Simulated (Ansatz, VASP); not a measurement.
# Cross-check of Sn3H2 (Sn wire along [110], 24 atoms a period, H-terminated) between VASP and Ansatz, part 2 of 2

Aim: how closely do two programs agree when they are given the same cell, functional and k mesh? Of the first pair: The structure shown is the start of the Ansatz relaxation below; VASP solves that cell, so the two are compared at the walk's first step.

VASP 6.6.1 and Ansatz 0.2.0.

So far: The structure; Ansatz: relaxation, PBE; VASP: single point, PBE, start cell, pair 1.

### Step 4. Side by side

Known differences besides the potentials themselves: the cutoff is 420 eV in Ansatz and 400 eV in VASP (PREC = Accurate, projectors in real space). Total energies have different zeros and are not compared.

Forces on 10 of the 40 atoms, those with the largest forces and the largest differences (eV/Å; atoms numbered as in POSCAR):

```tsv
atom	Ansatz x, y, z	VASP x, y, z
H1	0.040, -0.191, 0.000	0.048, -0.201, 0.000
H4	0.069, -0.004, 0.197	0.077, -0.004, 0.206
H5	-0.069, -0.004, -0.197	-0.077, -0.004, -0.206
H10	-0.044, 0.195, 0.000	-0.052, 0.205, 0.000
H12	-0.069, -0.004, 0.197	-0.077, -0.004, 0.206
H13	0.069, -0.004, -0.197	0.077, -0.004, -0.206
H14	0.044, 0.195, 0.000	0.052, 0.205, 0.000
Sn23	-0.099, -0.101, 0.000	-0.093, -0.090, 0.000
Sn24	-0.103, 0.092, 0.000	-0.085, 0.091, 0.000
Sn26	0.103, 0.092, 0.000	0.085, 0.091, 0.000
```

The forces differ by 6.1 meV/Å r.m.s., which is 7.3 % of the r.m.s. force of 0.083 eV/Å (both taken over all components).

### Step 5. Ansatz: relaxation, PBE

This run makes the geometry at which the two programs are then compared. The cell compared in this pair holds 2405.77 Å³, against 2394.70 Å³ for the pair before.

The structure compared here is the end of the Ansatz relaxation.

Input file input.yaml:

```yaml
crystal:
  lattice:
    - [23.783, 0.0, 0.0]
    - [0.0, 21.413, 0.0]
    - [0.0, 0.0, 4.7022600949]
  atoms:
    - { symbol: H, position: [0.142959257, 0.511838515, 0.0] }
    - { symbol: Sn, position: [0.185441827, 0.445109471, 0.0] }
    - { symbol: Sn, position: [0.395150442, 0.554908661, 0.0] }
    - { symbol: Sn, position: [0.395150442, 0.77450704, 0.0] }
    - { symbol: H, position: [0.437633013, 0.841236084, 0.0] }
    - { symbol: Sn, position: [0.465053314, 0.664707851, 0.0] }
    - { symbol: Sn, position: [0.465053314, 0.445109471, 0.0] }
    - { symbol: Sn, position: [0.67476193, 0.554908661, 0.0] }
    - { symbol: Sn, position: [0.67476193, 0.77450704, 0.0] }
    - { symbol: H, position: [0.7172445, 0.841236084, 0.0] }
    - { symbol: Sn, position: [0.744664801, 0.664707851, 0.0] }
    - { symbol: Sn, position: [0.744664801, 0.445109471, 0.0] }
    - { symbol: H, position: [0.212862128, 0.664707851, 0.196131437] }
    - { symbol: H, position: [0.787147372, 0.664707851, 0.303868563] }
    - { symbol: Sn, position: [0.255344699, 0.664707851, 0.5] }
    - { symbol: Sn, position: [0.255344699, 0.445109471, 0.5] }
    - { symbol: H, position: [0.282765, 0.268581238, 0.5] }
    - { symbol: H, position: [0.282765, 0.841236084, 0.5] }
    - { symbol: Sn, position: [0.325247571, 0.335310282, 0.5] }
    - { symbol: Sn, position: [0.325247571, 0.554908661, 0.5] }
    - { symbol: Sn, position: [0.325247571, 0.77450704, 0.5] }
    - { symbol: Sn, position: [0.534956186, 0.225511092, 0.5] }
    - { symbol: Sn, position: [0.534956186, 0.664707851, 0.5] }
    - { symbol: Sn, position: [0.534956186, 0.445109471, 0.5] }
    - { symbol: H, position: [0.562376487, 0.841236084, 0.5] }
    - { symbol: H, position: [0.577438756, 0.158782048, 0.5] }
    - { symbol: Sn, position: [0.604859058, 0.335310282, 0.5] }
    - { symbol: Sn, position: [0.604859058, 0.554908661, 0.5] }
    - { symbol: Sn, position: [0.604859058, 0.77450704, 0.5] }
    - { symbol: Sn, position: [0.814567673, 0.445109471, 0.5] }
    - { symbol: H, position: [0.857050244, 0.378380428, 0.5] }
    - { symbol: H, position: [0.857050244, 0.511838515, 0.5] }
    - { symbol: H, position: [0.787147372, 0.664707851, 0.696131437] }
    - { symbol: H, position: [0.212862128, 0.664707851, 0.803868563] }
    - { symbol: H, position: [0.142959257, 0.378380428, 0.0] }
    - { symbol: Sn, position: [0.395150442, 0.335310282, 0.0] }
    - { symbol: H, position: [0.422570744, 0.158782048, 0.0] }
    - { symbol: Sn, position: [0.465053314, 0.225511092, 0.0] }
    - { symbol: Sn, position: [0.67476193, 0.335310282, 0.0] }
    - { symbol: H, position: [0.7172445, 0.268581238, 0.0] }
kpoints:
  mp_grid: { grid: [1, 1, 18] }
scf:
  occupations: { method: fermi_dirac, width: 0.05 }
hamiltonian:
  xc: pbe
  pseudopotentials: { kind: paw, azcp: { folder: soft_1 } }
relax:
  cell: { fix: [a, b, alpha, beta, gamma] }
  max_steps: 45
  f_tol: 0.03
```

The run is started by

```console
$ ansatz run input.yaml --threads 8 --pin off --max-ram 16384MiB --backend cpu --events-out ev --progress --plain --runs-dir out
```

Numbers of over 12 decimals in the logs are rounded to 6 here.

Output:

```text
[...]
Crystal: 40 atoms, lattice volume = 2394.698 Å³
Basis set: ecut = 420 eV, 46823 PW (Γ), exchange–correlation on 320×288×64 points (8 copies of the dense FFT grid, shifted against one another)
Bands: 216, of which v1, the nominal top of the filled ones, is band 176 counted from 1 (175 counted from 0)
Symmetry: 4 space group operations
[...]
k-points: 10 of 18
[...]
- { symbol: Sn, position: [0.811135, 0.445391, 0.500000] }
[...]
- { symbol: H, position: [0.214809, 0.664379, 0.793521] }
    - { symbol: H, position: [0.145011, 0.380632, 0] }
    - { symbol: Sn, position: [0.395558, 0.335822, 0] }
    - { symbol: H, position: [0.423816, 0.161837, 0] }
    - { symbol: Sn, position: [0.466390, 0.228129, 0] }
    - { symbol: Sn, position: [0.672623, 0.338448, 0] }
    - { symbol: H, position: [0.715030, 0.271922, 0] }
[key lines of the parts left out:]
SCF converged after 8 iterations
Free energy (F): -144829.840934 eV
Fermi energy:    -0.159740 eV
P = ⅓ Tr σ = -0.0234 GPa (-0.234 kbar)
```

### Step 6. VASP: single point, PBE, relaxed cell, pair 2

The same cell, functional, mesh and smearing now go to VASP, with its own data sets.

Input file INCAR:

```
SYSTEM = Sn3H2
PREC = Accurate
ENCUT = 500
EDIFF = 1E-06
NELM = 120
ISMEAR = -1
SIGMA = 0.05
LREAL = Auto
ALGO = Normal
GGA = PE
NBANDS = 204
LORBIT = 11
LWAVE = .FALSE.
LCHARG = .FALSE.
ISIF = 2
LASPH = .TRUE.
GGA_COMPAT = .FALSE.
EFERMI = MIDGAP
KPAR = 4
```

Input file POSCAR:

```
Sn3H2
1.0
   23.7830000000      0.0000000000      0.0000000000
    0.0000000000     21.4130000000      0.0000000000
    0.0000000000      0.0000000000      4.7240094995
H Sn
16 24
Direct
    0.1450755194      0.5102021288      0.0000000000
    0.4365502908      0.8379132385      0.0000000000
    0.7151933946      0.8384589798      0.0000000000
    0.2148093369      0.6643785770      0.2064794103
    0.7851906631      0.6643785770      0.2935205897
    0.2849704188      0.2719216412      0.5000000000
    0.2848066054      0.8384589798      0.5000000000
    0.5634497092      0.8379132385      0.5000000000
    0.5761836447      0.1618370796      0.5000000000
    0.8549893073      0.3806321749      0.5000000000
    0.8549244806      0.5102021288      0.5000000000
    0.7851906631      0.6643785770      0.7064794103
    0.2148093369      0.6643785770      0.7935205897
    0.1450106927      0.3806321749      0.0000000000
    0.4238163553      0.1618370796      0.0000000000
    0.7150295812      0.2719216412      0.0000000000
    0.1888645465      0.4453908547      0.0000000000
    0.3954010749      0.5544814949      0.0000000000
    0.3942203368      0.7715613458      0.0000000000
    0.4653431954      0.6638627556      0.0000000000
    0.4652610160      0.4450568179      0.0000000000
    0.6739223786      0.5544444192      0.0000000000
    0.6727122912      0.7721693294      0.0000000000
    0.7416459412      0.6644482980      0.0000000000
    0.7439024559      0.4456400399      0.0000000000
    0.2583540588      0.6644482980      0.5000000000
    0.2560975441      0.4456400399      0.5000000000
    0.3273771612      0.3384484232      0.5000000000
    0.3260776214      0.5544444192      0.5000000000
    0.3272877088      0.7721693294      0.5000000000
    0.5336100026      0.2281293957      0.5000000000
    0.5346568046      0.6638627556      0.5000000000
    0.5347389840      0.4450568179      0.5000000000
    0.6044416162      0.3358217008      0.5000000000
    0.6045989251      0.5544814949      0.5000000000
    0.6057796632      0.7715613458      0.5000000000
    0.8111354535      0.4453908547      0.5000000000
    0.3955583838      0.3358217008      0.0000000000
    0.4663899974      0.2281293957      0.0000000000
    0.6726228388      0.3384484232      0.0000000000
```

Input file KPOINTS:

```
Automatic mesh
0
Gamma
1 1 18
0 0 0
```

Potentials, in the order of the species: H and Sn_d (PBE family, release 64).

The run is started by

```console
$ mpirun -np 4 vasp_std
```

Output:

```text
[... set-up lines as in an earlier step ...]
 entering main loop
       N       E                     dE             d eps       ncg     rms          rms(c)
DAV:   1     0.320371365703E+04    0.32037E+04   -0.16305E+05  4632   0.164E+03
DAV:   2     0.270911634185E+03   -0.29328E+04   -0.28669E+04  4488   0.414E+02
DAV:   3    -0.119320637141E+03   -0.39023E+03   -0.38589E+03  4480   0.186E+02
DAV:   4    -0.143560395502E+03   -0.24240E+02   -0.24058E+02  4560   0.504E+01
[...]
DAV:  25    -0.139441143396E+03   -0.48497E-05   -0.13464E-07  2540   0.161E-03    0.205E-04
DAV:  26    -0.139441145928E+03   -0.25313E-05   -0.98667E-08  2600   0.116E-03    0.253E-04
DAV:  27    -0.139441146307E+03   -0.37925E-06   -0.26559E-08  2472   0.622E-04
   1 F= -.13944115E+03 E0= -.13944105E+03  d E =-.198635E-03
```

From OUTCAR (step 6):

```text
  Total       -1.1307991     -1.2357116     -0.7949039      0.0000000      0.0000000      0.0000000
  in kB       -0.7530800     -0.8229488     -0.5293834      0.0000000      0.0000000      0.0000000
  external PRESSURE =      -0.7018041 kB  Pullay stress =       0.0000000 kB

 POSITION                                       TOTAL-FORCE (eV/Angst)
 -----------------------------------------------------------------------------------
      3.45033     10.92496      0.00000         0.011649     -0.010733      0.000000
     10.38248     17.94224      0.00000        -0.010943     -0.014615      0.000000
     17.00944     17.95392      0.00000        -0.010237     -0.014660      0.000000
      5.10881     14.22634      0.97541         0.011849     -0.000388      0.010874
     18.67419     14.22634      1.38659        -0.011849     -0.000388     -0.010874
      6.77745      5.82266      2.36200         0.011113      0.013834      0.000000
      6.77356     17.95392      2.36200         0.010237     -0.014660      0.000000
     13.40052     17.94224      2.36200         0.010943     -0.014615      0.000000
     13.70338      3.46542      2.36200        -0.012346      0.012729      0.000000
     20.33421      8.15048      2.36200        -0.012884      0.011602      0.000000
     20.33267     10.92496      2.36200        -0.011649     -0.010733      0.000000
     18.67419     14.22634      3.33742        -0.011849     -0.000388      0.010874
      5.10881     14.22634      3.74860         0.011849     -0.000388     -0.010874
      3.44879      8.15048      0.00000         0.012884      0.011602      0.000000
[...]
-----------------------------------------------------------------------------------
    total drift:                                0.000000      0.011554      0.000000

  FREE ENERGIE OF THE ION-ELECTRON SYSTEM (eV)
  ---------------------------------------------------
  free  energy   TOTEN  =      -139.4411463068 eV

  energy  without entropy=     -139.4409476720  energy(sigma->0) =     -139.44104699

[... 1 part as in an earlier step ...]

[... 2 further parts left out ...]
[key lines of the parts left out:]
E-fermi :  -0.9406
```

### Step 7. Side by side

What differs besides the data sets and the points named for the pairs above, as far as they apply: the cutoff is 420 eV in Ansatz and 500 eV in VASP (PREC = Accurate, projectors in real space); Ansatz's pressure holds a Pulay correction, VASP's none. Total energies have different zeros and are not compared.

Compared:

```tsv
quantity	Ansatz	VASP	difference
pressure (GPa)	-0.02	-0.07	+0.05
gap on the k mesh (eV)	0.601	0.601	0.000
```

At this near-relaxed geometry the largest component of a force difference is 22 meV/Å. A gap on the mesh is an upper bound, since the band edges may lie between its points.

### Step 8. Summary of results

| Quantity | Value |
| --- | --- |
| r.m.s. force difference (single point, PBE, start cell, pair 1) | 6.1 meV/Å |
| difference in gap on the k mesh (single point, PBE, relaxed cell, pair 2) | -2.8e-4 eV |
| r.m.s. force difference (single point, PBE, relaxed cell, pair 2) | 9.1 meV/Å |

In words: The r.m.s. force difference is 9.1 meV/Å (single point, PBE, relaxed cell, pair 2), within the 12 meV/Å picked in this series as the mark of a large difference. How closely two codes agree says nothing of how well the functional describes the real material.

[Lines on the potential files, build, host, timing and source positions are cut from VASP's logs without a mark.]

[Logs are printed without paths, hosts, clocks, repeated set-up lines and the standing remarks that a program may print on its own settings, such as how far it seeks lower states.]

[Hosts, paths, dates, database ids (printed as entryN), source tags and the programs' standing remarks are cut or masked in the printed files.]
